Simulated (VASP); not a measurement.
OSZICAR of a VASP run on CdS (zinc blende):

### OSZICAR
```
       N       E                     dE             d eps       ncg     rms          rms(c)
DAV:   1     0.237139498836E+03    0.23714E+03   -0.96565E+04   520   0.308E+05
DAV:   2    -0.155554480256E+03   -0.39269E+03   -0.37975E+03   843   0.424E+02
DAV:   3    -0.143112252510E+03    0.12442E+02   -0.13717E+03   807   0.170E+02
DAV:   4    -0.886711986004E+02    0.54441E+02   -0.81701E+02   769   0.680E+01
DAV:   5    -0.224653700246E+02    0.66206E+02   -0.48113E+01   736   0.184E+01    0.120E+01
DAV:   6    -0.194417116232E+02    0.30237E+01   -0.18190E+01   570   0.373E+01    0.697E+00
DAV:   7    -0.194900248360E+02   -0.48313E-01   -0.52115E-01   615   0.633E+00    0.390E+00
DAV:   8    -0.192837074841E+02    0.20632E+00   -0.30303E-01   540   0.630E+00    0.114E+00
DAV:   9    -0.194859385362E+02   -0.20223E+00   -0.12112E-01   525   0.416E+00    0.476E-01
DAV:  10    -0.194722659227E+02    0.13673E-01   -0.47653E-02   520   0.230E+00    0.355E-01
DAV:  11    -0.194699496892E+02    0.23162E-02   -0.22848E-03   625   0.465E-01    0.156E-01
DAV:  12    -0.194777776764E+02   -0.78280E-02   -0.16548E-03   525   0.409E-01    0.105E-01
DAV:  13    -0.194794614485E+02   -0.16838E-02   -0.13317E-03   525   0.372E-01    0.416E-02
DAV:  14    -0.194796192169E+02   -0.15777E-03   -0.51495E-04   530   0.250E-01    0.428E-02
DAV:  15    -0.194798623708E+02   -0.24315E-03   -0.18455E-04   565   0.170E-01    0.161E-02
DAV:  16    -0.194798987035E+02   -0.36333E-04   -0.28807E-05   540   0.622E-02    0.288E-03
DAV:  17    -0.194799031542E+02   -0.44507E-05   -0.16041E-06   571   0.151E-02    0.115E-03
DAV:  18    -0.194799031103E+02    0.43892E-07   -0.55885E-07   375   0.745E-03
   1 F= -.19479903E+02 E0= -.19479903E+02  d E =-.194799E+02
       N       E                     dE             d eps       ncg     rms          rms(c)
DAV:   1    -0.204745948111E+02   -0.99469E+00   -0.22719E+01   540   0.675E+01    0.935E+00
DAV:   2    -0.196115372015E+02    0.86306E+00   -0.19970E+00   570   0.228E+01    0.327E+00
DAV:   3    -0.195229316576E+02    0.88606E-01   -0.23117E-01   525   0.642E+00    0.294E+00
DAV:   4    -0.194858239970E+02    0.37108E-01   -0.58930E-02   520   0.234E+00    0.840E-01
DAV:   5    -0.195076019927E+02   -0.21778E-01   -0.12240E-02   520   0.130E+00    0.301E-01
DAV:   6    -0.195054095321E+02    0.21925E-02   -0.59653E-03   530   0.942E-01    0.913E-02
DAV:   7    -0.195062187689E+02   -0.80924E-03   -0.45476E-03   520   0.850E-01    0.115E-01
DAV:   8    -0.195093329490E+02   -0.31142E-02   -0.11195E-03   520   0.392E-01    0.181E-02
DAV:   9    -0.195094699001E+02   -0.13695E-03   -0.89984E-05   610   0.979E-02    0.127E-02
DAV:  10    -0.195094932235E+02   -0.23323E-04   -0.32311E-06   540   0.226E-02    0.754E-03
DAV:  11    -0.195094849368E+02    0.82867E-05   -0.10429E-05   520   0.341E-02    0.109E-02
DAV:  12    -0.195095012189E+02   -0.16282E-04   -0.10848E-05   525   0.399E-02    0.300E-03
DAV:  13    -0.195095028653E+02   -0.16464E-05   -0.11419E-07   395   0.481E-03    0.267E-03
DAV:  14    -0.195095027427E+02    0.12255E-06   -0.58154E-08   260   0.259E-03
   2 F= -.19509503E+02 E0= -.19509503E+02  d E =-.295996E-01
       N       E                     dE             d eps       ncg     rms          rms(c)
DAV:   1    -0.195862144303E+02   -0.76712E-01   -0.16027E+00   565   0.170E+01    0.207E+00
DAV:   2    -0.195191203192E+02    0.67094E-01   -0.17080E-01   580   0.669E+00    0.709E-01
DAV:   3    -0.195136408456E+02    0.54795E-02   -0.18592E-02   520   0.166E+00    0.591E-01
DAV:   4    -0.195120637214E+02    0.15771E-02   -0.28100E-03   520   0.507E-01    0.154E-01
DAV:   5    -0.195120583088E+02    0.54126E-05   -0.15156E-03   520   0.474E-01    0.586E-02
DAV:   6    -0.195133323235E+02   -0.12740E-02   -0.74718E-04   520   0.329E-01    0.365E-02
DAV:   7    -0.195133792645E+02   -0.46941E-04   -0.13881E-04   555   0.149E-01    0.214E-02
DAV:   8    -0.195134789093E+02   -0.99645E-04   -0.49692E-05   520   0.798E-02    0.252E-03
DAV:   9    -0.195134905301E+02   -0.11621E-04   -0.56968E-06   605   0.292E-02    0.199E-03
DAV:  10    -0.195134924248E+02   -0.18947E-05   -0.37999E-07   360   0.787E-03    0.205E-03
DAV:  11    -0.195134931098E+02   -0.68501E-06   -0.12259E-06   496   0.933E-03
   3 F= -.19513493E+02 E0= -.19513493E+02  d E =-.335900E-01
```

Task: Which electronic solver shows in the log?

Result: It is blocked Davidson (ALGO = Normal, or the opening steps of other solvers). The INCAR had ALGO = Normal.

Task: Can the final energy be trusted as converged?

Result: The calculation finished and met its thresholds. It stopped with EDIFF = 1E-6, NELM = 100, NSW = 60 and EDIFFG = -0.01 after 3 ionic steps (TPSS meta-GGA, plane waves, VASP's PBE PAW potentials (set 64)). Energy and stress use the plane-wave basis of the starting cell.

The compound is CdS in the zinc blende structure, a metastable form; wurtzite is the usual one. This run relaxes it. Symmetry was kept, so distortions that lower it aren't found.
